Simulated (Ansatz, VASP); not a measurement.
## One calculation of Ge3PdRu, two programs

```
CELL_PARAMETERS angstrom
4.95804 0.00000 0.00000
0.00000 4.95804 0.00000
0.00000 0.00000 4.77180
ATOMIC_POSITIONS crystal
Ge 0.00000 0.00000 0.50000
Ge 0.00000 0.50000 0.00000
Ge 0.50000 0.00000 0.00000
Ru 0.00000 0.00000 0.00000
Pd 0.50000 0.50000 0.00000
```

Alike in both runs: functional PBE; k mesh 4 × 4 × 4; occupations gaussian, width 0.1 eV; no spin polarisation.

Ansatz relaxed the structure, and its values are those at the end. VASP's run is a single point on that final structure, the one shown.

|  | VASP | Ansatz |
| --- | --- | --- |
| version | VASP 6.6.1 | Ansatz 0.2.0 |
| potentials or method | VASP PAW PBE potentials, release 64 (Ge_d, Ru_pv, Pd) | scalar-relativistic, plane waves, PAW |
| plane-wave cutoff (eV) | 520 | 420 |
| valence electrons in the cell | 66 | 76 |

|  | VASP | Ansatz | Ansatz less VASP |
| --- | --- | --- | --- |
| gap on the k mesh at the Fermi level (eV) | none | none | - |
| pressure (GPa) | 0.2 | 0.0 | -0.12 |

A gap of «none» marks a metal or a gap that the smearing closes. The functional is the same, so the differences come from potentials, cutoffs and numerics. The two sets of potentials don't hold the same shells in valence.
